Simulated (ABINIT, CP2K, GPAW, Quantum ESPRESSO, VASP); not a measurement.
# One calculation of KPt, 5 ways

```
Pt K
1.0
     3.00085    0.00000    0.00000
    -1.50042    2.59881    0.00000
     0.00000    0.00000    5.34558
Pt K
1 1
Cartesian
  1.5180 0.8983 0.0301
  -0.0547 -0.0349 2.6936
```

The cell comes from a database or a generator and needn't be the stable form of this composition.

Atoms were shifted at random by some hundredths of an Å from the given cell, which wasn't relaxed again for these runs.

Alike in all runs: task single point; functional PBE; k mesh 10 × 10 × 5; occupations fermi-dirac, width 0.05 eV; no spin polarisation; no spin-orbit coupling. Pressure is positive in compression and, in plane waves, holds the error of the finite cutoff.

```tsv
program and potentials	plane-wave cutoff (eV)	notes	pressure (GPa)	largest force (eV/Å)	energy over the undisturbed cell (meV/atom)
ABINIT, JTH PAW PBE v2.0	435	9.5 valence electrons an atom on average	0.51	0.052	1.02
Quantum ESPRESSO, SSSP 1.3 efficiency PBE	816	12.5 valence electrons an atom on average	0.10	0.052	1.03
CP2K, POTENTIAL_UZH Pt GTH-PBE-q18, K GTH-PBE-q9; TZVP-MOLOPT-PBE-GTH basis	-	atomic basis; 13.5 valence electrons an atom on average	0.24	0.053	1.05
GPAW, GPAW PAW data sets (gpaw-data 1.2.1)	600	12.5 valence electrons an atom on average	0.51	0.052	1.03
VASP, PBE PAW files K_sv, Pt, 520 eV	520	9.5 valence electrons an atom on average	0.52	0.053	-
```

Force on atom 1 (Pt), eV/Å:

| program and potentials | x | y | z |
| --- | --- | --- | --- |
| ABINIT, JTH PAW PBE v2.0 | -0.025 | -0.027 | -0.036 |
| Quantum ESPRESSO, SSSP 1.3 efficiency PBE | -0.025 | -0.027 | -0.037 |
| CP2K, POTENTIAL_UZH Pt GTH-PBE-q18, K GTH-PBE-q9; TZVP-MOLOPT-PBE-GTH basis | -0.026 | -0.028 | -0.038 |
| GPAW, GPAW PAW data sets (gpaw-data 1.2.1) | -0.025 | -0.027 | -0.037 |
| VASP, PBE PAW files K_sv, Pt, 520 eV | -0.025 | -0.028 | -0.037 |

The pressure spans 0.10 (Quantum ESPRESSO, SSSP 1.3 efficiency PBE) to 0.52 GPa (VASP, PBE PAW files K_sv, Pt, 520 eV). Rows in atomic bases carry the error of their basis and grid, which can be large.

The functional is the same throughout but for its coding, so the spread measures potentials, basis and numerics; runs on potential files found faulty are left out.
